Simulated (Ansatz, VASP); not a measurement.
**Two plane-wave programs on BaBi2O6**

```
Ba Bi O
1.0
     0.00000    4.53194    4.53194
     4.53194    0.00000    4.53194
     4.53194    4.53194    0.00000
Ba Bi O
1 2 6
Direct
  0.00000 0.00000 0.00000
  0.75000 0.75000 0.75000
  0.25000 0.25000 0.25000
  0.50000 0.00000 0.00000
  0.00000 0.50000 0.50000
  0.00000 0.50000 0.00000
  0.50000 0.00000 0.50000
  0.00000 0.00000 0.50000
  0.50000 0.50000 0.00000
```

Change from the starting cell: ordered vacancies on the A sites of perovskite (Fm-3m, No. 225).

Alike in both runs: task single point; functional PBE; k mesh 4 × 4 × 4; occupations gaussian, width 0.1 eV; no spin polarisation.

|  | VASP | Ansatz |
| --- | --- | --- |
| version | VASP 6.6.1 | Ansatz 0.2.0 |
| potentials or method | VASP PAW PBE potentials, release 64 (Ba_sv, Bi_d, O) | scalar-relativistic, plane waves, PAW |
| plane-wave cutoff (eV) | 520 | 420 |
| valence electrons in the cell | 76 | 76 |

```csv
,VASP,Ansatz,Ansatz less VASP
gap on the k mesh at the Fermi level (eV),none,none,-
pressure (GPa),-10.5,-10.8,-0.27
```

A gap of «none» marks a metal or a gap that the smearing closes.

Caveats: spin-orbit coupling is left out, which moves the levels of the heavy elements.
